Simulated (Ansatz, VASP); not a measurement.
**SiO2: VASP beside Ansatz**

Aim: how closely do two programs agree when they are given the same cell, functional and k mesh? The cell is taken from a series of runs on this material, whose earlier steps may have relaxed, scaled, displaced or heated it; both programs get it as it stands.

Method: plane waves, with VASP 6.6.1 beside it; single point at LDA, in Ansatz 0.2.0.

## 1. The starting structure

The structure is tetragonal, space group P4_32_12 (No. 96). The conventional cell has a = 4.736 Å, b = 4.736 Å, c = 6.465 Å, α = 90.00°, β = 90.00°, γ = 90.00°. Nearest to Si lie 4 O at 1.61 Å. Nearest to O lie 2 Si at 1.61 Å. Farther neighbours and most contacts between anions are not listed.

## 2. VASP: single point, LDA, pair 1

A single point gives forces, pressure and levels at one fixed geometry, so differences don't come from the geometry; what else differs is listed under the comparison.

Lines of VASP's logs that name or quote its potential files are left out, and so is its time.

INCAR

```
SYSTEM = SiO2
PREC = Accurate
ENCUT = 520
EDIFF = 1E-06
NELM = 120
ISMEAR = -1
SIGMA = 0.02
LREAL = .FALSE.
ALGO = Normal
GGA = PW92
NBANDS = 44
LORBIT = 11
LWAVE = .FALSE.
LCHARG = .FALSE.
ISIF = 2
LASPH = .TRUE.
GGA_COMPAT = .FALSE.
EFERMI = MIDGAP
KPAR = 2
```

POSCAR

```
SiO2
1.0
    4.7355840000      0.0000000000      0.0000000000
    0.0000000000      4.7355840000      0.0000000000
    0.0000000000      0.0000000000      6.4645000000
Si O
4 8
Direct
    0.8260209803      0.8260209803      0.5000000000
    0.6739790197      0.3260209803      0.2500000000
    0.1739790197      0.1739790197      1.0000000000
    0.3260209803      0.6739790197      0.7500000000
    0.2722005854      0.3447577913      0.7966656359
    0.1552422087      0.7722005854      0.5466656359
    0.7277994146      0.6552422087      0.2966656359
    0.8447577913      0.2277994146      0.0466656359
    0.7722005854      0.1552422087      0.4533343641
    0.6552422087      0.7277994146      0.7033343641
    0.2277994146      0.8447577913      0.9533343641
    0.3447577913      0.2722005854      0.2033343641
```

KPOINTS

```
Automatic mesh
0
Gamma
6 6 4
0 0 0
```

Potentials, in the order of the species: Si and O (LDA family, release 64).

Started as:

```console
$ mpirun -np 2 vasp_std
```

Numbers of over 12 decimals in the logs are rounded to 6 here.

What it wrote:

```text
[banner, memory and clock lines left out]
running    2 mpi-ranks, on    1 nodes
 distrk:  each k-point on    1 cores,    2 groups
 distr:  one band on    1 cores,    1 groups

 POSCAR found type information on POSCAR SiO
 POSCAR found :  2 types and      12 ions
|                                                                             |
|               ----> ADVICE to this user running VASP <----                  |
|                                                                             |
|     You enforced a specific xc type in the INCAR file but a different       |
|     [... a line on the potential file left out ...]
|     I HOPE YOU KNOW WHAT YOU ARE DOING!                                     |
|                                                                             |

 LDA part: xc-table for (Slater(with rela. corr.)+PW92), standard interpolation
 POSCAR, INCAR and KPOINTS ok, starting setup
 FFT: planning ... GRIDC
 FFT: planning ... GRID_SOFT
 FFT: planning ... GRID
 WAVECAR not read
 entering main loop
       N       E                     dE             d eps       ncg     rms          rms(c)
DAV:   1     0.352930776714E+03    0.35293E+03   -0.33829E+04  2640   0.135E+03
DAV:   2    -0.931082813009E+02   -0.44604E+03   -0.43383E+03  3300   0.311E+02
DAV:   3    -0.116407079670E+03   -0.23299E+02   -0.23196E+02  3280   0.746E+01
DAV:   4    -0.116676979854E+03   -0.26990E+00   -0.26945E+00  3304   0.892E+00
DAV:   5    -0.116681411548E+03   -0.44317E-02   -0.44288E-02  3248   0.111E+00    0.300E+01
DAV:   6    -0.104002620997E+03    0.12679E+02   -0.47569E+01  3112   0.321E+01    0.151E+01
DAV:   7    -0.103806764762E+03    0.19586E+00   -0.14820E+00  3176   0.522E+00    0.521E+00
DAV:   8    -0.103694734590E+03    0.11203E+00   -0.76536E-02  3212   0.169E+00    0.200E+00
DAV:   9    -0.103675581228E+03    0.19153E-01   -0.24106E-02  3328   0.962E-01    0.284E-01
DAV:  10    -0.103675947702E+03   -0.36647E-03   -0.26100E-03  3136   0.258E-01    0.108E-01
DAV:  11    -0.103675885532E+03    0.62171E-04   -0.43587E-04  3212   0.112E-01    0.263E-02
DAV:  12    -0.103675886886E+03   -0.13539E-05   -0.23319E-05  3048   0.213E-02    0.892E-03
DAV:  13    -0.103675886414E+03    0.47202E-06   -0.47737E-06  3040   0.108E-02
   1 F= -.10367589E+03 E0= -.10367589E+03  d E =0.000000E+00
```

OUTCAR, selected parts (step 2):

```text
ion  position               nearest neighbor table
   1  0.826  0.826  0.500-   6 1.61   9 1.61   7 1.61  10 1.61   2 2.96   4 2.96   2 2.96   4 2.96

  LATTYP: Found a simple tetragonal cell.
 ALAT       =     4.7355840000
 C/A-ratio  =     1.3650903458

 Subroutine GETGRP returns: Found  8 space group operations
 (whereof  2 operations were pure point group operations)

The static configuration has the point symmetry C_2 .
 The point group associated with its full space group is D_4 .

 Found     30 irreducible k-points:

   k-points           NKPTS =     30   k-points in BZ     NKDIM =     30   number of bands    NBANDS=     44

   dimension x,y,z NGX =    36 NGY =   36 NGZ =   48
   dimension x,y,z NGXF=    72 NGYF=   72 NGZF=   96

   ENCUT  =  520.0 eV  38.22 Ry    6.18 a.u.   8.81  8.81 12.02*2*pi/ulx,y,z

   NELECT =      64.0000    total number of electrons

 k-points in reciprocal lattice and weights: Automatic mesh
   0.00000000  0.00000000  0.00000000       0.007
   0.16666667  0.00000000  0.00000000       0.028
   0.33333333  0.00000000  0.00000000       0.028
   0.50000000  0.00000000  0.00000000       0.014
   0.16666667  0.16666667  0.00000000       0.028
   0.33333333  0.16666667  0.00000000       0.056
   0.50000000  0.16666667  0.00000000       0.028
   0.33333333  0.33333333  0.00000000       0.028
   0.50000000  0.33333333  0.00000000       0.028
[...]
0.50000000  0.33333333  0.50000000       0.028
   0.50000000  0.50000000  0.50000000       0.007

 average (electrostatic) potential at core
       1 -87.7656       2 -87.7656       3 -87.7656       4 -87.7656       5 -73.2280
       6 -73.2280       7 -73.2280       8 -73.2280       9 -73.2280      10 -73.2280
      11 -73.2280      12 -73.2280

 E-fermi :   4.1290

 k-point     1 :       0.0000    0.0000    0.0000
  band No.  band energies     occupation
    ...
     28      -0.0772      2.00000
     29       0.3801      2.00000
     30       0.6716      2.00000
     31       0.6716      2.00000
     32       1.2283      2.00000
     33       7.0297      0.00000
     34       9.8962      0.00000
     35       9.8962      0.00000
     36      10.4178      0.00000
     37      11.0500      0.00000
    ...

 k-point     2 :       0.1667    0.0000    0.0000
  band No.  band energies     occupation
    ...
     28       0.0404      2.00000
     29       0.3239      2.00000
     30       0.6287      2.00000
     31       0.6424      2.00000
     32       1.1386      2.00000
     33       7.3818      0.00000
     34       9.9383      0.00000
     35       9.9809      0.00000
     36      10.3966      0.00000
     37      10.8541      0.00000
    ...

 k-point     3 :       0.3333    0.0000    0.0000
  band No.  band energies     occupation
    ...
     28       0.2377      2.00000
     29       0.2799      2.00000
     30       0.5557      2.00000
     31       0.5918      2.00000
     32       0.9397      2.00000
     33       8.2308      0.00000
     34      10.1134      0.00000
     35      10.1246      0.00000
     36      10.2434      0.00000
     37      10.5050      0.00000
    ...

  Total        2.7013029      2.7013029      2.5000698      0.0000000      0.0000000      0.0000000
  in kB       29.8539521     29.8539521     27.6299873      0.0000000      0.0000000      0.0000000
  external PRESSURE =      29.1126305 kB  Pullay stress =       0.0000000 kB

  energy-cutoff  :      520.00
  volume of cell :      144.97
      direct lattice vectors                 reciprocal lattice vectors
     4.735584000  0.000000000  0.000000000     0.211167197  0.000000000  0.000000000
     0.000000000  4.735584000  0.000000000     0.000000000  0.211167197  0.000000000
     0.000000000  0.000000000  6.464500000     0.000000000  0.000000000  0.154691005

 POSITION                                       TOTAL-FORCE (eV/Angst)
 -----------------------------------------------------------------------------------
      3.91169      3.91169      3.23225         0.025288      0.025288      0.000000
      3.19168      1.54390      1.61613        -0.025288      0.025288      0.000000
      0.82389      0.82389      0.00000        -0.025288     -0.025288      0.000000
      1.54390      3.19168      4.84837         0.025288     -0.025288      0.000000
      1.28903      1.63263      5.15005        -0.000307     -0.013670     -0.006980
      0.73516      3.65682      3.53392         0.013670     -0.000307     -0.006980
      3.44656      3.10295      1.91780         0.000307      0.013670     -0.006980
      4.00042      1.07876      0.30167        -0.013670      0.000307     -0.006980
      3.65682      0.73516      2.93058        -0.000307      0.013670      0.006980
      3.10295      3.44656      4.54670         0.013670      0.000307      0.006980
      1.07876      4.00042      6.16283         0.000307     -0.013670      0.006980
      1.63263      1.28903      1.31445        -0.013670     -0.000307      0.006980
 -----------------------------------------------------------------------------------
    total drift:                                0.000000     -0.000000      0.000000

  FREE ENERGIE OF THE ION-ELECTRON SYSTEM (eV)
  ---------------------------------------------------
  free  energy   TOTEN  =      -103.6758864136 eV

  energy  without entropy=     -103.6758864136  energy(sigma->0) =     -103.67588641

 total charge
# of ion       s       p       d       tot
------------------------------------------
    1        0.665   1.041   0.000   1.706
    2        0.665   1.041   0.000   1.706
    3        0.665   1.041   0.000   1.706
    4        0.665   1.041   0.000   1.706
    5        1.545   3.681   0.000   5.226
    6        1.545   3.681   0.000   5.226
    7        1.545   3.681   0.000   5.226
    8        1.545   3.681   0.000   5.226
    9        1.545   3.681   0.000   5.226
   10        1.545   3.681   0.000   5.226
   11        1.545   3.681   0.000   5.226
   12        1.545   3.681   0.000   5.226
--------------------------------------------------
tot         15.020  33.610   0.000  48.631

[... 3 further parts left out ...]
```

The gap is read on the k-mesh alone, so it is an upper bound where the band edges lie off the mesh.

## 3. Ansatz: single point, LDA, pair 1

Ansatz runs on its PAW soft_1 files.

The same cell, functional (in two slightly different forms), mesh and smearing now go to Ansatz, which takes its cutoff from its data sets.

input.yaml

```yaml
crystal:
  lattice:
    - [4.735584, 0.0, 0.0]
    - [0.0, 4.735584, 0.0]
    - [0.0, 0.0, 6.4645]
  atoms:
    - { symbol: Si, position: [0.8260209803, 0.8260209803, 0.5] }
    - { symbol: Si, position: [0.6739790197, 0.3260209803, 0.25] }
    - { symbol: Si, position: [0.1739790197, 0.1739790197, 0.0] }
    - { symbol: Si, position: [0.3260209803, 0.6739790197, 0.75] }
    - { symbol: O, position: [0.2722005854, 0.3447577913, 0.7966656359] }
    - { symbol: O, position: [0.1552422087, 0.7722005854, 0.5466656359] }
    - { symbol: O, position: [0.7277994146, 0.6552422087, 0.2966656359] }
    - { symbol: O, position: [0.8447577913, 0.2277994146, 0.0466656359] }
    - { symbol: O, position: [0.7722005854, 0.1552422087, 0.4533343641] }
    - { symbol: O, position: [0.6552422087, 0.7277994146, 0.7033343641] }
    - { symbol: O, position: [0.2277994146, 0.8447577913, 0.9533343641] }
    - { symbol: O, position: [0.3447577913, 0.2722005854, 0.2033343641] }
kpoints:
  mp_grid: { grid: [6, 6, 4] }
  band_path:
    path:
      - [0.0, 0.0, 0.0]
      - [0.0, 0.5, 0.0]
      - [0.5, 0.5, 0.0]
      - [0.0, 0.0, 0.5]
      - [0.0, 0.5, 0.5]
      - [0.5, 0.5, 0.5]
    npoints: 1
hamiltonian:
  xc: lda
  pseudopotentials: { kind: paw, azcp: { folder: soft_1 }, xc_functional: pbe }
scf:
  occupations: { method: fermi_dirac, width: 0.02 }
  n_extra_bands: 8
output:
  eigenvalues: true
```

Started as:

```console
$ ansatz run input.yaml --threads 4 --pin off --max-ram 138240MiB --backend cuda --events-out ev --progress --plain --runs-dir out --devices 1 --max-vram 26GiB
```

What it wrote:

```text
scf.n_extra_bands = 8 over 32 filled bands (N_el = 64.0): the run solves 40 bands
GPUs: using 1 of 1 available (devices: 1).
Engine: ansatz 0.2.0, x86_64-unknown-linux-gnu
Pseudopotentials: kind: paw
Pseudopotential: Si, paw, valence charge 4, recommended cutoff 420 eV (normal), soft_1/Si.paw.azcp
Pseudopotential: O, paw, valence charge 6, recommended cutoff 420 eV (normal), soft_1/O.paw.azcp
Functional definition: SPW92
  exchange = slater_x
  correlation = pw_c
device memory: the entry about to start is reckoned to put 2.2 GiB on a device that reports 38.3 GiB free (of which the cap on the GPU budget leaves the run 26.0 GiB)
GPU FFT provider: cuFFT
GPU libraries: cuBLAS 13.8.2, cuFFT 12.4.0, cuSOLVER 12.3.4
Crystal: 12 atoms, lattice volume = 144.971 Å³
Basis set: ecut = 420 eV, 2805 PW (Γ)
Bands: 40, of which v1, the nominal top of the filled ones, is band 32 counted from 1 (31 counted from 0)
Symmetry: 8 space group operations
Space group: P43212 (ITA 96), of the structure as read, at distance tolerance 5.3e-5 Å
k-points: 30 of 144 (time reversal used)
Non-local potential: Si, projectors of the file, l = 0: 2, l = 1: 2, l = 2: 1
Non-local potential: O, projectors of the file, l = 0: 2, l = 1: 2, l = 2: 1
PAW form: soft (Blöchl's): semilocal exchange-correlation on the pseudo side does not see the compensation charge
PAW frozen core: Si, regenerated for the run's functional, and the local potential with it (the file was generated under x = pbe(κ = 0.804, μ = 0.219515), c = pbe(β = 0.066725))
PAW frozen core: O, regenerated for the run's functional, and the local potential with it (the file was generated under x = pbe(κ = 0.804, μ = 0.219515), c = pbe(β = 0.066725))
PAW one-centre angular grid: Si, 110 points (default); XC on 64 Gauss nodes
PAW one-centre angular grid: O, 110 points (default); XC on 64 Gauss nodes
Initial density: superposition of atomic densities (chi_scale 0.1, normalization cell, long waves kept (reshape's long-wave potential 0.01 eV rms))
Initial wavefunctions: pseudopotential atomic-orbital guess
GPU buffer pool allocated for 46080 grid points (all kernels)
GPU transforms: local potential and band sums: pruned to the plane-wave sphere, on 32×32×45
Functional: x = slater, c = lda
SCF iter   1: F=—  HF=-6896.808470 eV  |F-HF|=—  |Δ(HF+E_count)|=         —  Δρ=1.27e-1  dr2=2.06e1  ethr=3.10e-3  ⟨swp⟩=8.4  Hψ=6036  notcnv=0
preconditioner: auto → Resta (q_TF=auto, 2.381 Å⁻¹)  ε∞=3.0  [insulator: Δε(μ)=7.204 eV  Ē_g=17.413 eV  σ=0.020 eV  W_gap=1.00  n_scr=36 (ndim 8)  ℏωp=24.7 eV  f_vac=0.013  D(μ)=0.00/eV (n_scr^D=0)  ε∞_Penn≈3.0]
SCF iter   2: F=—  HF=-6890.984132 eV  |F-HF|=—  |Δ(HF+E_count)|=    5.82e0  Δρ=4.33e-2  dr2=1.20e0  ethr=3.10e-3  ⟨swp⟩=3.6  Hψ=3386  notcnv=0  defer=120
SCF iter   3: F=—  HF=-6890.720136 eV  |F-HF|=—  |Δ(HF+E_count)|=   2.64e-1  Δρ=2.05e-2  dr2=3.45e-1  ethr=1.87e-3  ⟨swp⟩=2.0  Hψ=1193  notcnv=0  defer=120
SCF iter   4: F=—  HF=-6890.640350 eV  |F-HF|=—  |Δ(HF+E_count)|=   7.98e-2  Δρ=1.48e-3  dr2=2.52e-3  ethr=5.39e-4  ⟨swp⟩=3.0  Hψ=2057  notcnv=0  defer=120
SCF iter   5: F=—  HF=-6890.641621 eV  |F-HF|=—  |Δ(HF+E_count)|=   1.27e-3  Δρ=2.57e-4  dr2=6.77e-5  ethr=3.94e-6  ⟨swp⟩=2.2  Hψ=2399  notcnv=0  defer=120
SCF iter   6: F=—  HF=-6890.641890 eV  |F-HF|=—  |Δ(HF+E_count)|=   2.68e-4  Δρ=4.23e-5  dr2=2.12e-6  ethr=1.06e-7  ⟨swp⟩=2.4  Hψ=2020  notcnv=0  defer=120
SCF iter   7: F=-6890.641891 eV  HF=-6890.641891 eV  |F-HF|=1.48e-8  |Δ(HF+E_count)|=   1.65e-6  Δρ=7.41e-6  dr2=4.77e-8  ethr=1.56e-10  ⟨swp⟩=13.4  Hψ=6064  notcnv=0
SCF 1 converged in 7 iterations: F = -6890.641891 eV  dr2 = 4.77e-8
  greatest PAW one-centre occupation: 0.858 electrons in one spin orbital (limit 2), on the O atom at site 11 (counted from 0), in its partial waves of l = 0
concurrent solve slots: 3 of 4 are kept, ahead of what memory takes: no pass of the eigensolver takes more rounds on 3
device memory: the entry about to start is reckoned to put 1.8 GiB on a device that reports 38.3 GiB free (of which the cap on the GPU budget leaves the run 26.0 GiB)
NSCF: frozen V_eff on 6 k-points
SCF converged after 7 iterations
Free energy (F): -6890.641891 eV
Harris-Foulkes:  -6890.641891 eV  (|F-HF|=1.48e-8)
Internal energy: -6890.641891 eV  (E = F + TS)
E sigma→0 (E₀):  -6890.641891 eV
Fermi energy:    5.505702 eV
--- Per-component energies (eV) ---
  E_band       = -272.273093
  E_kinetic    = 1550.708179
  E_local      = -3814.985576  (includes V_loc(G=0)·N_el)
  E_nonlocal   = 530.049187
  E_hartree    = 1381.081997
  E_xc         = -792.535511
  E_vxc        = -923.517798  (∫ρ·V_xc dr)
  E_paw        = -3164.609149  (= ΣΔE_a)
  E_vpaw       = -376.690891  (= ΣTr[D̂ρ^β])
  E_aug_tail   = 0.006854  (compensation charges beyond the density's cutoff)
  E_ewald      = -2581.470567
  E_core_change = 1.112695  (= ΣΔE_core)
  E_smearing   = -0.000000  (= −TS)
  E_closure    = 0.000000  (closes the sum)
  Σ components = -6890.641891   (vs F -6890.641891, Δ=0.00e0)
--- Band table (eV; the first three rows and the last of 30) ---
  k-point 0: bands = [... 28 lower, 1.7534, 2.0406, 2.0406, 2.6074, 8.4029, 11.2975, 11.2975, 11.8295, ... 4 higher]
  k-point 1: bands = [... 28 lower, 1.7471, 1.7719, 2.0859, 2.4950, 8.8343, 10.9002, 11.5712, 11.7691, ... 4 higher]
  k-point 2: bands = [... 28 lower, 1.8221, 1.8221, 2.2163, 2.2163, 9.8728, 9.8728, 11.5579, 11.5579, ... 4 higher]
  k-point 29: bands = [... 28 lower, 2.1356, 2.1356, 2.1356, 2.1356, 11.7008, 11.7008, 11.7008, 11.7008, ... 4 higher]
```

Reading the cycles: dr2 is the Hartree energy of the density residual (eV), the measure of convergence; HF is the Harris–Foulkes estimate of the energy, which meets the free energy F at convergence.

## 4. Differences

Known differences besides the potentials themselves: the cutoff is 420 eV in Ansatz and 520 eV in VASP; VASP's log shows a relativistic correction to its local exchange, Ansatz's none. Total energies have different zeros and are not compared.

Compared:

| quantity | Ansatz | VASP | difference |
| --- | --- | --- | --- |
| gap on the k mesh (eV) | 5.796 | 5.801 | -0.006 |

A gap on the mesh is an upper bound, since the band edges may lie between its points.

## 5. Ansatz: single point, LDA, pair 2

A single point gives forces, pressure and levels at one fixed geometry, so differences don't come from the geometry; what else differs is listed under the comparison. The cell compared in this pair holds 150.33 Å³, against 144.97 Å³ for the pair before.

The cell is taken from a series of runs on this material, whose earlier steps may have relaxed, scaled, displaced or heated it; both programs get it as it stands.

input.yaml, the sections that differ from step 3:

```yaml
crystal:
  lattice:
    - [4.8589065, 0.0, 0.0]
    - [0.0, 4.8589065, 0.0]
    - [0.0, 0.0, 6.3675325]
  atoms:
    - { symbol: Si, position: [0.8201709215, 0.8201709215, 0.5] }
    - { symbol: Si, position: [0.6798290785, 0.3201709215, 0.25] }
    - { symbol: Si, position: [0.1798290785, 0.1798290785, 0.0] }
    - { symbol: Si, position: [0.3201709215, 0.6798290785, 0.75] }
    - { symbol: O, position: [0.2703769546, 0.3585459053, 0.7983310319] }
    - { symbol: O, position: [0.1414540947, 0.7703769546, 0.5483310319] }
    - { symbol: O, position: [0.7296230454, 0.6414540947, 0.2983310319] }
    - { symbol: O, position: [0.8585459053, 0.2296230454, 0.0483310319] }
    - { symbol: O, position: [0.7703769546, 0.1414540947, 0.4516689681] }
    - { symbol: O, position: [0.6414540947, 0.7296230454, 0.7016689681] }
    - { symbol: O, position: [0.2296230454, 0.8585459053, 0.9516689681] }
    - { symbol: O, position: [0.3585459053, 0.2703769546, 0.2016689681] }
# kpoints, hamiltonian, scf, output: as in step 3
```

What it wrote:

```text
[...]
GPUs: using 1 of 1 available (devices: 1).
[...]
GPU FFT provider: cuFFT
GPU libraries: cuBLAS 13.8.2, cuFFT 12.4.0, cuSOLVER 12.3.4
Crystal: 12 atoms, lattice volume = 150.331 Å³
Basis set: ecut = 420 eV, 2929 PW (Γ)
Bands: 40, of which v1, the nominal top of the filled ones, is band 32 counted from 1 (31 counted from 0)
Symmetry: 8 space group operations
[...]
--- Band table (eV; the first three rows and the last of 30) ---
  k-point 0: bands = [... 28 lower, 1.3997, 1.7636, 1.7636, 2.2813, 7.9521, 10.9508, 10.9508, 11.5237, ... 4 higher]
  k-point 1: bands = [... 28 lower, 1.4196, 1.4724, 1.7551, 2.1587, 8.3801, 10.4853, 11.1611, 11.4772, ... 4 higher]
  k-point 2: bands = [... 28 lower, 1.4955, 1.4955, 1.8509, 1.8509, 9.4122, 9.4122, 11.2514, 11.2514, ... 4 higher]
  k-point 29: bands = [... 28 lower, 1.7849, 1.7849, 1.7849, 1.7849, 11.2853, 11.2853, 11.2853, 11.2853, ... 4 higher]
[key lines of the parts left out:]
SCF converged after 7 iterations
Free energy (F): -6890.676105 eV
Fermi energy:    5.117473 eV
```

(Continued in part 2 of 2.)

[Lines on the potential files, build, host, timing and source positions are cut from VASP's logs without a mark.]

[Logs are printed without paths, hosts, clocks, repeated set-up lines and the standing remarks that a program may print on its own settings, such as how far it seeks lower states.]

[Hosts, paths, dates, database ids (printed as entryN), source tags and the programs' standing remarks are cut or masked in the printed files.]
